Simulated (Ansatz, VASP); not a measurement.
## Na2Si4O9 (glassy Na2Si4O9) in two plane-wave programs

One calculation is typed for both programs; each brings its own data sets. How far apart do they land? The cell is taken from a series of runs on this material, whose earlier steps may have relaxed, scaled, displaced or heated it; both programs get it as it stands.

Program: Ansatz 0.2.0. Level of theory: plane waves, with VASP 6.6.1 beside it; single point at PBEsol. Results are calculated unless marked as measured.

## (1) Starting point

The cell holds 210 atoms: 28 Na, 126 O and 56 Si. Cell: a = 14.347 Å, b = 14.347 Å, c = 14.347 Å, α = 90.0°, β = 90.0°, γ = 90.0°. As first built, before any earlier steps moved the atoms (in the runner's words): 210 atoms (28 Na, 126 O, 56 Si) placed at random at 2.38 g/cm^3, melted at 4500 K for 20 ps at fixed volume with the Morse and Coulomb pair potential with partial charges (Pedone, Malavasi, Menziani, Cormack and Segre, J. Phys. Chem. B 110, 11780 (2006)). Quenched from 4500 K to 300 K at 20 K/ps and fixed volume, held 5 ps. The density is a measured one.

## (2) VASP: single point, PBEsol

With cell and atoms fixed, the geometry can't cause a difference; cores, projectors, grids and the points listed under the comparison can.

Lines of VASP's logs that name or quote its potential files are left out, and so is its time.

INCAR

```
SYSTEM = Na2Si4O9
PREC = Accurate
ENCUT = 600
EDIFF = 1E-06
NELM = 120
ISMEAR = 0
SIGMA = 0.01
LREAL = Auto
ALGO = Normal
GGA = PS
NBANDS = 735
LORBIT = 11
LWAVE = .FALSE.
LCHARG = .FALSE.
ISIF = 2
LASPH = .TRUE.
GGA_COMPAT = .FALSE.
EFERMI = MIDGAP
```

POSCAR

```
Na2Si4O9
1.0
   14.3467000000      0.0000000000      0.0000000000
    0.0000000000     14.3467000000      0.0000000000
    0.0000000000      0.0000000000     14.3467000000
Na O Si
28 126 56
Direct
    0.5551600000      0.6365200000      0.8919100000
    0.6925600000      0.9751000000      0.8889700000
    0.2921500000      0.1740900000      0.8007400000
    0.2390300000      0.8507800000      0.6469200000
    0.4547500000      0.9813300000      0.7311300000
    0.7998200000      0.5453000000      0.8362800000
    0.7561800000      0.1309900000      0.3130800000
    0.4251100000      0.2236300000      0.2037800000
    0.0448600000      0.3748600000      0.1471100000
    0.3379200000      0.9533500000      0.9710200000
    0.7543900000      0.4632100000      0.2346300000
    0.7398100000      0.8947100000      0.0685500000
    0.7353500000      0.1075700000      0.7734500000
    0.1079800000      0.9765700000      0.7927300000
    0.5357300000      0.8410200000      0.9227200000
    0.4034700000      0.7481700000      0.7086500000
    0.8559800000      0.3459400000      0.3780500000
    0.8776900000      0.2530900000      0.1847800000
    0.0028800000      0.8153800000      0.3893800000
    0.6548900000      0.6919000000      0.3234600000
    0.8032400000      0.8397900000      0.5022300000
    0.3753600000      0.5137000000      0.0988500000
    0.9335700000      0.7368800000      0.6781600000
    0.5390100000      0.1327300000      0.8180100000
    0.2156800000      0.7598800000      0.0610600000
    0.6384900000      0.6309800000      0.0828100000
    0.9494100000      0.5110200000      0.2397800000
    0.1441100000      0.0914400000      0.6075700000
    0.7137800000      0.6948400000      0.7955800000
    0.3596000000      0.3561500000      0.1675500000
[... 174 atom lines left out ...]
    0.0080800000      0.9158100000      0.6108200000
    0.9171600000      0.3709400000      0.5733700000
    0.4597600000      0.8807500000      0.5448000000
    0.0569900000      0.6123500000      0.4472300000
    0.2678600000      0.3908100000      0.2150100000
    0.6240800000      0.2962300000      0.2919400000
```

KPOINTS

```
Automatic mesh
0
Gamma
1 1 1
0 0 0
```

PAW data sets: Na_pv, O and Si (PBE family, release 64).

Started as:

```bash
export OMP_NUM_THREADS=4
mpirun -np 1 vasp_gam
```

Numbers of over 12 decimals in the logs are rounded to 6 here.

The program printed:

```text
[banner, memory and clock lines left out]
running    1 mpi-ranks, on    1 nodes
[...]
Offloading initialized ...    1 GPUs detected
[...]
|                                                                             |
|               ----> ADVICE to this user running VASP <----                  |
|                                                                             |
|     You enforced a specific xc type in the INCAR file but a different       |
|     [... a line on the potential file left out ...]
|     I HOPE YOU KNOW WHAT YOU ARE DOING!                                     |
|                                                                             |

 LDA part: xc-table for (Slater+PW92), standard interpolation
 POSCAR, INCAR and KPOINTS ok, starting setup
[...]
entering main loop
       N       E                     dE             d eps       ncg     rms          rms(c)
DAV:   1     0.165215339917E+05    0.16522E+05   -0.68165E+05  1470   0.195E+03
DAV:   2     0.886258275379E+03   -0.15635E+05   -0.14800E+05  1630   0.507E+02
DAV:   3    -0.159006103926E+04   -0.24763E+04   -0.24149E+04  1574   0.217E+02
DAV:   4    -0.175823838136E+04   -0.16818E+03   -0.16586E+03  1804   0.606E+01
[...]
DAV:  19    -0.156220911041E+04   -0.55137E-06   -0.15073E-05  1788   0.886E-03    0.110E-02
DAV:  20    -0.156220911223E+04   -0.18193E-05   -0.97760E-06  1628   0.551E-03    0.533E-03
DAV:  21    -0.156220911282E+04   -0.59411E-06   -0.24734E-06  1236   0.299E-03
   1 F= -.15622091E+04 E0= -.15622091E+04  d E =0.000000E+00
```

OUTCAR, selected parts (step 2):

```text
  FREE ENERGIE OF THE ION-ELECTRON SYSTEM (eV)
  ---------------------------------------------------
  free  energy   TOTEN  =     -1562.2091128204 eV

  energy  without entropy=    -1562.2091128204  energy(sigma->0) =    -1562.20911282
```

The run ends at a pressure of -0.81 GPa, with forces up to 0.18 eV/Å.

## (3) Ansatz: single point, PBEsol

Ansatz runs on its PAW soft_1 files.

The same cell, functional and mesh now go to Ansatz, which takes its cutoff from its data sets.

input.yaml

```yaml
crystal:
  lattice:
    - [14.3467, 0.0, 0.0]
    - [0.0, 14.3467, 0.0]
    - [0.0, 0.0, 14.3467]
  atoms:
    - { symbol: Na, position: [0.55516, 0.63652, 0.89191] }
    - { symbol: Na, position: [0.69256, 0.9751, 0.88897] }
    - { symbol: Na, position: [0.29215, 0.17409, 0.80074] }
    - { symbol: Na, position: [0.23903, 0.85078, 0.64692] }
    - { symbol: Na, position: [0.45475, 0.98133, 0.73113] }
    - { symbol: Na, position: [0.79982, 0.5453, 0.83628] }
    - { symbol: Na, position: [0.75618, 0.13099, 0.31308] }
    - { symbol: Na, position: [0.42511, 0.22363, 0.20378] }
    - { symbol: Na, position: [0.04486, 0.37486, 0.14711] }
    - { symbol: Na, position: [0.33792, 0.95335, 0.97102] }
    - { symbol: Na, position: [0.75439, 0.46321, 0.23463] }
    - { symbol: Na, position: [0.73981, 0.89471, 0.06855] }
    - { symbol: Na, position: [0.73535, 0.10757, 0.77345] }
    - { symbol: Na, position: [0.10798, 0.97657, 0.79273] }
    - { symbol: Na, position: [0.53573, 0.84102, 0.92272] }
    - { symbol: Na, position: [0.40347, 0.74817, 0.70865] }
    - { symbol: Na, position: [0.85598, 0.34594, 0.37805] }
    - { symbol: Na, position: [0.87769, 0.25309, 0.18478] }
    - { symbol: Na, position: [0.00288, 0.81538, 0.38938] }
    - { symbol: Na, position: [0.65489, 0.6919, 0.32346] }
    - { symbol: Na, position: [0.80324, 0.83979, 0.50223] }
    - { symbol: Na, position: [0.37536, 0.5137, 0.09885] }
    - { symbol: Na, position: [0.93357, 0.73688, 0.67816] }
    - { symbol: Na, position: [0.53901, 0.13273, 0.81801] }
    - { symbol: Na, position: [0.21568, 0.75988, 0.06106] }
    - { symbol: Na, position: [0.63849, 0.63098, 0.08281] }
    - { symbol: Na, position: [0.94941, 0.51102, 0.23978] }
    - { symbol: Na, position: [0.14411, 0.09144, 0.60757] }
    - { symbol: O, position: [0.71378, 0.69484, 0.79558] }
    - { symbol: O, position: [0.3596, 0.35615, 0.16755] }
[... 174 atom lines left out ...]
    - { symbol: Si, position: [0.00808, 0.91581, 0.61082] }
    - { symbol: Si, position: [0.91716, 0.37094, 0.57337] }
    - { symbol: Si, position: [0.45976, 0.88075, 0.5448] }
    - { symbol: Si, position: [0.05699, 0.61235, 0.44723] }
    - { symbol: Si, position: [0.26786, 0.39081, 0.21501] }
    - { symbol: Si, position: [0.62408, 0.29623, 0.29194] }
kpoints:
  mp_grid: { grid: [1, 1, 1] }
hamiltonian:
  xc: pbesol
  pseudopotentials: { kind: paw, azcp: { folder: soft_1 }, xc_functional: pbe }
scf:
  occupations: { method: fixed }
output:
  forces: true
  stress: true
  populations: true
  dos:
    method: { smearing: { sigma: 0.1 } }
    de: 0.1
    projected: { site_lists: { Na: [Na], O: [O], Si: [Si] } }
  eigenvalues: true
  write_density: true
  write_potential: true
  volumetric_format: npy
```

Started as:

```bash
ansatz run input.yaml --threads 32 --pin off --max-ram 143360MiB --backend cuda --events-out ev --progress --plain --runs-dir out
```

The program printed:

```text
Engine: ansatz 0.2.0, aarch64-unknown-linux-gnu
Pseudopotentials: kind: paw
Pseudopotential: Na, paw, valence charge 9, recommended cutoff 420 eV (normal), soft_1/Na.paw.azcp
Pseudopotential: O, paw, valence charge 6, recommended cutoff 420 eV (normal), soft_1/O.paw.azcp
Pseudopotential: Si, paw, valence charge 4, recommended cutoff 420 eV (normal), soft_1/Si.paw.azcp
Functional definition: PBEsol
  exchange = pbesol_x
  correlation = pbesol_c
device memory: the entry about to start is reckoned to put 8.1 GiB on a device that reports 182.5 GiB free
GPU FFT provider: cuFFT
GPU libraries: cuBLAS 13.8.1, cuFFT 12.4.0, cuSOLVER 12.3.2
GPU matrix products: emulated (plane waves: as basis.precision tells), large ones in fixed point in workspaces of 1.00 GiB
Crystal: 210 atoms, lattice volume = 2952.950 Å³
Basis set: ecut = 420 eV, 57747 PW (Γ), exchange–correlation on 192×192×192 points (8 copies of the dense FFT grid, shifted against one another)
Bands: 826, of which v1, the nominal top of the filled ones, is band 616 counted from 1 (615 counted from 0)
Symmetry: 1 space group operations
Space group: P1 (ITA 1), of the structure as read, at distance tolerance 1.4e-4 Å
k-points: 1
Non-local potential: Na, projectors of the file, l = 0: 3, l = 1: 2, l = 2: 1
Non-local potential: O, projectors of the file, l = 0: 2, l = 1: 2, l = 2: 1
Non-local potential: Si, projectors of the file, l = 0: 2, l = 1: 2, l = 2: 1
PAW form: soft (Blöchl's): semilocal exchange-correlation on the pseudo side does not see the compensation charge
PAW frozen core: Na, regenerated for the run's functional, and the local potential with it (the file was generated under x = pbe(κ = 0.804, μ = 0.219515), c = pbe(β = 0.066725))
PAW frozen core: O, regenerated for the run's functional, and the local potential with it (the file was generated under x = pbe(κ = 0.804, μ = 0.219515), c = pbe(β = 0.066725))
PAW frozen core: Si, regenerated for the run's functional, and the local potential with it (the file was generated under x = pbe(κ = 0.804, μ = 0.219515), c = pbe(β = 0.066725))
PAW one-centre angular grid: Na, 110 points (default); XC on 64 Gauss nodes
PAW one-centre angular grid: O, 110 points (default); XC on 64 Gauss nodes
PAW one-centre angular grid: Si, 110 points (default); XC on 64 Gauss nodes
Initial density: superposition of atomic densities (chi_scale 0.1, normalization cell, long waves of neutral atoms (reshape's long-wave potential 2.22 eV rms, cloud 2.32 Å wide))
Initial wavefunctions: pseudopotential atomic-orbital guess
GPU buffer pool allocated for 884736 grid points (all kernels)
GPU transforms: local potential and band sums: pruned to the plane-wave sphere, on 96×96×96
Functional: x = pbesol(κ = 0.804, μ = 0.123457), c = pbesol(β = 0.046)
SCF iter   1: F=—  HF=-147119.469407 eV  |F-HF|=—  |Δ(HF+E_count)|=         —  Δρ=1.01e-1  dr2=3.00e2  ethr=3.10e-3  ⟨swp⟩=5.0  Hψ=2860  notcnv=0  defer=208
preconditioner: auto → Resta (q_TF=auto, 2.358 Å⁻¹)  ε∞=2.8  [insulator: Δε(μ)=4.184 eV  Ē_g=16.379 eV  n_scr=618 (ndim 8)  ℏωp=21.7 eV  f_vac=0.070  ε∞_Penn≈2.8]
SCF iter   2: F=—  HF=-147032.017824 eV  |F-HF|=—  |Δ(HF+E_count)|=    8.75e1  Δρ=4.13e-2  dr2=3.99e1  ethr=3.10e-3  ⟨swp⟩=3.0  Hψ=1574  notcnv=0  defer=207
SCF iter   3: F=—  HF=-147021.995574 eV  |F-HF|=—  |Δ(HF+E_count)|=    1.00e1  Δρ=1.63e-2  dr2=1.06e1  ethr=3.10e-3  ⟨swp⟩=3.0  Hψ=1547  notcnv=0  defer=207
SCF iter   4: F=—  HF=-147019.682742 eV  |F-HF|=—  |Δ(HF+E_count)|=    2.31e0  Δρ=6.07e-3  dr2=1.05e0  ethr=8.58e-4  ⟨swp⟩=3.0  Hψ=1044  notcnv=0  defer=207
SCF iter   5: F=—  HF=-147019.678686 eV  |F-HF|=—  |Δ(HF+E_count)|=   4.06e-3  Δρ=2.88e-3  dr2=2.28e-1  ethr=8.51e-5  ⟨swp⟩=3.0  Hψ=1359  notcnv=0  defer=208
SCF iter   6: F=—  HF=-147019.722641 eV  |F-HF|=—  |Δ(HF+E_count)|=   4.40e-2  Δρ=8.69e-4  dr2=2.71e-2  ethr=1.85e-5  ⟨swp⟩=3.0  Hψ=1032  notcnv=0  defer=208
SCF iter   7: F=—  HF=-147019.761110 eV  |F-HF|=—  |Δ(HF+E_count)|=   3.85e-2  Δρ=3.87e-4  dr2=4.20e-3  ethr=2.20e-6  ⟨swp⟩=4.0  Hψ=1213  notcnv=0  defer=208
SCF iter   8: F=—  HF=-147019.758017 eV  |F-HF|=—  |Δ(HF+E_count)|=   3.09e-3  Δρ=1.61e-4  dr2=7.84e-4  ethr=3.41e-7  ⟨swp⟩=3.0  Hψ=1038  notcnv=0  defer=208
SCF iter   9: F=—  HF=-147019.759044 eV  |F-HF|=—  |Δ(HF+E_count)|=   1.03e-3  Δρ=5.96e-5  dr2=1.07e-4  ethr=6.36e-8  ⟨swp⟩=2.0  Hψ=1537  notcnv=0  defer=208
SCF iter  10: F=—  HF=-147019.765228 eV  |F-HF|=—  |Δ(HF+E_count)|=   6.18e-3  Δρ=2.36e-5  dr2=1.68e-5  ethr=8.65e-9  ⟨swp⟩=2.0  Hψ=1177  notcnv=0  defer=208
SCF iter  11: F=—  HF=-147019.764999 eV  |F-HF|=—  |Δ(HF+E_count)|=   2.29e-4  Δρ=8.96e-6  dr2=2.36e-6  ethr=1.36e-9  ⟨swp⟩=2.0  Hψ=1239  notcnv=0  defer=208
SCF iter  12: F=—  HF=-147019.765002 eV  |F-HF|=—  |Δ(HF+E_count)|=   3.45e-6  Δρ=4.81e-6  dr2=6.53e-7  ethr=1.91e-10  ⟨swp⟩=2.0  Hψ=1239  notcnv=0  defer=208
SCF iter  13: F=—  HF=-147019.765003 eV  |F-HF|=—  |Δ(HF+E_count)|=   7.03e-7  Δρ=2.61e-6  dr2=1.74e-7  ethr=5.30e-11  ⟨swp⟩=2.0  Hψ=1175  notcnv=0  defer=208
SCF iter  14: F=-147019.765003 eV  HF=-147019.765003 eV  |F-HF|=1.68e-8  |Δ(HF+E_count)|=   6.90e-8  Δρ=6.56e-7  dr2=1.05e-8  ethr=8.12e-12  ⟨swp⟩=22.0  Hψ=8298  notcnv=0
SCF 1 converged in 14 iterations: F = -147019.765003 eV  dr2 = 1.05e-8
  greatest PAW one-centre occupation: 0.999 electrons in one spin orbital (limit 2), on the Na atom at site 8 (counted from 0), in its partial waves of l = 0
WARN: The input density's exchange-correlation potential varies sharply where the density is thin. Do not read a vacuum level from v_tot or v_xc, or from such a field of the output density. On a cell that repeats whose density bears no net charge and no dipole along the vacuum's axis use v_es (v_loc + v_h of the components); under efield.dipole_correction with no amplitude use v_es + v_field, which holds any external [...]
SCF converged after 14 iterations
Free energy (F): -147019.765003 eV
Harris-Foulkes:  -147019.765003 eV  (|F-HF|=1.68e-8)
Internal energy: -147019.765003 eV  (E = F + TS)
E sigma→0 (E₀):  -147019.765003 eV
Fermi energy:    3.015168 eV
--- Per-component energies (eV) ---
  E_band       = -10369.841291
  E_kinetic    = 27204.447974
  E_local      = -109922.930712  (includes V_loc(G=0)·N_el)
  E_nonlocal   = 15676.290293
  E_hartree    = 40308.423839
  E_xc         = -13142.404272
  E_vxc        = -15534.986771  (∫ρ·V_xc dr)
  E_paw        = -55694.095604  (= ΣΔE_a)
  E_vpaw       = -8409.608645  (= ΣTr[D̂ρ^β])
  E_aug_tail   = 0.103447  (compensation charges beyond the density's cutoff)
  E_ewald      = -51457.345071
  E_core_change = 7.745103  (= ΣΔE_core)
  E_smearing   = -0.000000  (= −TS)
  E_closure    = 0.000000  (closes the sum)
  Σ components = -147019.765003   (vs F -147019.765003, Δ=0.00e0)
--- Forces (eV/Å), atoms counted from 1 ---
[... 210 lines of forces left out ...]
  max |Σ_I F_I| component: 4.46e-5 eV/Å
--- Stress (GPa, compression-positive) ---
       -0.326857       0.335014       0.378110
        0.335014      -1.263222      -0.431765
        0.378110      -0.431764      -1.447508
  P = ⅓ Tr σ = -1.0125 GPa (-10.125 kbar)
--- Band table (eV) ---
--- Löwdin populations: 210 sites ---
  site symbol       q [e]
[... 210 lines, one an atom, left out ...]
  spilling = 0.011073 (of n_electrons = 1232.000000)
```

In the SCF lines HF is the Harris–Foulkes energy and dr2 the Hartree energy of the density residual, in eV; the loop may stop once dr2 is under the threshold and the program's other checks hold. Hψ counts applications of the Hamiltonian.

## (4) Side by side

Known differences besides the potentials themselves: fixed occupations in Ansatz, narrow Gaussian smearing in VASP; the data sets hold 1232 valence electrons in Ansatz (on its PAW soft_1 files) and 1176 in VASP; the cutoff is 420 eV in Ansatz and 600 eV in VASP (PREC = Accurate, projectors in real space); Ansatz makes its cores anew for this functional, VASP keeps those of its PBE data sets. Total energies have different zeros and are not compared.

Compared:

| quantity | Ansatz | VASP | difference |
| --- | --- | --- | --- |
| pressure (GPa) | -1.01 | -0.81 | -0.20 |
| gap on the k mesh (eV) | 3.551 | 3.551 | 0.000 |

Forces on 7 of the 210 atoms, those with the largest forces and the largest differences (eV/Å; atoms numbered as in POSCAR):

```
 atom          Ansatz x, y, z            VASP x, y, z
  O30     0.002, 0.001, 0.001   0.142, -0.050, -0.083
  O80     0.005, 0.001, 0.004    -0.090, 0.139, 0.024
  O97   0.008, -0.011, -0.012  -0.043, -0.117, -0.121
  O98    -0.004, 0.011, 0.004    0.109, 0.123, -0.019
 O126  -0.005, -0.001, -0.003     0.166, 0.062, 0.040
 O136    0.003, 0.001, -0.002  -0.150, -0.041, -0.018
Si194     0.006, 0.001, 0.010  -0.132, -0.085, -0.059
```

The forces differ by 42 meV/Å r.m.s., where the r.m.s. force is 0.008 eV/Å in Ansatz and 0.042 eV/Å in VASP: the atoms lie near their places of rest in Ansatz, so a percentage would say little (all taken over all components). A gap on the mesh is an upper bound, since the band edges may lie between its points.

## (5) Summary of results

```
r.m.s. force difference (single point, PBEsol) : 42 meV/Å
```

In words: The r.m.s. force difference is 42 meV/Å (single point, PBEsol), beyond the 12 meV/Å picked in this series as the mark of a large difference. The data sets hold unlike numbers of valence electrons (1232 in Ansatz and 1176 in VASP), so part of the differences comes from the potentials. What causes the difference of the single point, PBEsol pair stays open here. How closely two codes agree says nothing of how well the functional describes the real material.

[Lines on the potential files, build, host, timing and source positions are cut from VASP's logs without a mark.]

[Logs are printed without paths, hosts, clocks, repeated set-up lines and the standing remarks that a program may print on its own settings, such as how far it seeks lower states.]

[Hosts, paths, dates, database ids (printed as entryN), source tags and the programs' standing remarks are cut or masked in the printed files.]
